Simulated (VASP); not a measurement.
Output of a VASP run:

### OSZICAR
```
...
   2 F= -.22397616E+02 E0= -.22397616E+02  d E =-.413705E-03
       N       E                     dE             d eps       ncg     rms          rms(c)
DAV:   1    -0.214724225538E+02   -0.48352E-02   -0.23045E-01   960   0.496E+00    0.343E-01
DAV:   2    -0.214704480428E+02    0.19745E-02   -0.80409E-03  1240   0.123E+00    0.194E-01
DAV:   3    -0.214693772886E+02    0.10708E-02   -0.23473E-03  1280   0.890E-01    0.338E-02
DAV:   4    -0.214693832050E+02   -0.59165E-05   -0.43664E-04  1048   0.255E-01    0.161E-02
DAV:   5    -0.214693772973E+02    0.59078E-05   -0.44026E-05  1216   0.102E-01    0.509E-03
DAV:   6    -0.214693771591E+02    0.13819E-06   -0.57370E-06   992   0.349E-02
   3 F= -.22397865E+02 E0= -.22397865E+02  d E =-.663011E-03
       N       E                     dE             d eps       ncg     rms          rms(c)
DAV:   1    -0.214704909764E+02   -0.11137E-02   -0.11300E-01  1048   0.483E+00    0.347E-01
DAV:   2    -0.214676287253E+02    0.28623E-02   -0.14016E-02  1120   0.115E+00    0.117E-01
DAV:   3    -0.214672318924E+02    0.39683E-03   -0.13946E-03  1168   0.673E-01    0.538E-02
DAV:   4    -0.214671644007E+02    0.67492E-04   -0.36890E-04  1184   0.290E-01    0.171E-02
DAV:   5    -0.214671682154E+02   -0.38147E-05   -0.69795E-05  1320   0.103E-01    0.860E-03
DAV:   6    -0.214671668892E+02    0.13262E-05   -0.13606E-05  1224   0.481E-02    0.178E-03
DAV:   7    -0.214671671944E+02   -0.30519E-06   -0.11254E-06   504   0.930E-03
   4 F= -.22397987E+02 E0= -.22397987E+02  d E =-.121607E-03
       N       E                     dE             d eps       ncg     rms          rms(c)
DAV:   1    -0.214670706588E+02    0.96230E-04   -0.22949E-04  1048   0.218E-01    0.156E-02
DAV:   2    -0.214670645899E+02    0.60689E-05   -0.27829E-05  1088   0.512E-02    0.521E-03
DAV:   3    -0.214670636774E+02    0.91249E-06   -0.21537E-06   472   0.301E-02
   5 F= -.22397987E+02 E0= -.22397987E+02  d E =-.121938E-03
       N       E                     dE             d eps       ncg     rms          rms(c)
DAV:   1    -0.214668696120E+02    0.19498E-03   -0.55161E-02  1352   0.212E+00    0.149E-01
DAV:   2    -0.214663570062E+02    0.51261E-03   -0.25543E-03  1096   0.488E-01    0.546E-02
DAV:   3    -0.214662775730E+02    0.79433E-04   -0.28824E-04  1232   0.290E-01    0.261E-02
DAV:   4    -0.214662625495E+02    0.15023E-04   -0.77798E-05  1304   0.125E-01    0.846E-03
DAV:   5    -0.214662639033E+02   -0.13537E-05   -0.14863E-05  1312   0.472E-02    0.366E-03
DAV:   6    -0.214662636268E+02    0.27648E-06   -0.18176E-06   512   0.188E-02
   6 F= -.22398102E+02 E0= -.22398102E+02  d E =-.115302E-03
       N       E                     dE             d eps       ncg     rms          rms(c)
DAV:   1    -0.214691938370E+02   -0.29299E-02   -0.49482E-01  1344   0.634E+00    0.447E-01
DAV:   2    -0.214646015523E+02    0.45923E-02   -0.23011E-02  1128   0.147E+00    0.164E-01
DAV:   3    -0.214638903346E+02    0.71122E-03   -0.25706E-03  1208   0.864E-01    0.783E-02
DAV:   4    -0.214637467227E+02    0.14361E-03   -0.70048E-04  1288   0.372E-01    0.252E-02
DAV:   5    -0.214637479221E+02   -0.11994E-05   -0.12925E-04  1304   0.139E-01    0.107E-02
DAV:   6    -0.214637459371E+02    0.19850E-05   -0.22049E-05  1216   0.561E-02    0.265E-03
DAV:   7    -0.214637463878E+02   -0.45076E-06   -0.18921E-06   592   0.117E-02
   7 F= -.22398343E+02 E0= -.22398343E+02  d E =-.356403E-03
```

### OUTCAR
```
------------------------ aborting loop because EDIFF is reached ----------------------------------------
 Edisp (eV)   -0.93460
  FORCE on cell =-STRESS in cart. coord.  units (eV):
  Direction    XX          YY          ZZ          XY          YZ          ZX
  --------------------------------------------------------------------------------------
  Total       0.00680     0.00680    -0.01134     0.00000     0.00000     0.00000
  in kB       0.13408     0.13408    -0.22367     0.00000     0.00000     0.00000
  external pressure =        0.01 kB  Pullay stress =        0.00 kB
  volume of cell :       81.23
      direct lattice vectors                 reciprocal lattice vectors
     4.034696219  0.000000000  0.000000000     0.247850134  0.000000000  0.000000000
     0.000000000  4.034696219 -0.000000000     0.000000000  0.247850134  0.000000000
     0.000000000 -0.000000000  4.989831357     0.000000000  0.000000000  0.200407575
 POSITION                                       TOTAL-FORCE (eV/Angst)
 -----------------------------------------------------------------------------------
      2.01735     -0.00000      3.80138         0.000000      0.000000     -0.013438
      0.00000      2.01735      1.18845        -0.000000     -0.000000      0.013438
      2.01735      2.01735     -0.00000         0.000000      0.000000     -0.000000
      0.00000      0.00000      0.00000        -0.000000     -0.000000     -0.000000
 -----------------------------------------------------------------------------------
    total drift:                                0.000000      0.000000      0.000000
  FREE ENERGIE OF THE ION-ELECTRON SYSTEM (eV)
  ---------------------------------------------------
  free  energy   TOTEN  =       -22.3983433405 eV

  energy  without entropy=      -22.3983433404  energy(sigma->0) =      -22.39834334

 reached required accuracy - stopping structural energy minimisation
```
(Selected blocks of OUTCAR.)

### POSCAR
```
PbO
1
    4.0212420454     0.0000000000     0.0000000000
    0.0000000000     4.0212420454     0.0000000000
    0.0000000000    -0.0000000000     5.0421531029
Pb O
2 2
Direct
  0.5000000000   0.0000000000   0.7627181863
  1.0000000000   0.5000000000   0.2372818137
  0.5000000000   0.5000000000   1.0000000000
  1.0000000000   0.0000000000   1.0000000000
```

Task: Write an INCAR and KPOINTS that could have produced this output.

Result: Several could match; the one computed here: the input of the run itself, PBE GGA with D3 dispersion (Becke-Johnson damping), plane waves, VASP's PBE PAW potentials (set 64).

KPOINTS:
```
Automatic mesh
0
Gamma
5 5 4
0 0 0
```

**INCAR**
```
ALGO = Normal
EDIFF = 1E-6
EDIFFG = -0.02
ENCUT = 520
GGA = PE
IBRION = 2
ISIF = 3
ISMEAR = 0
IVDW = 12
LASPH = T
LCHARG = F
LMAXMIX = 4
LREAL = F
LWAVE = F
NELM = 100
NSW = 60
PREC = Accurate
SIGMA = 0.05
SYSTEM = PbO
```

POTCAR, in this order: Pb_d O (PBE.64 set). Program: vasp_std.

The compound is PbO in the litharge structure. This run relaxes it. Symmetry was kept, so distortions that lower it aren't found. The start is the result of an earlier pass.
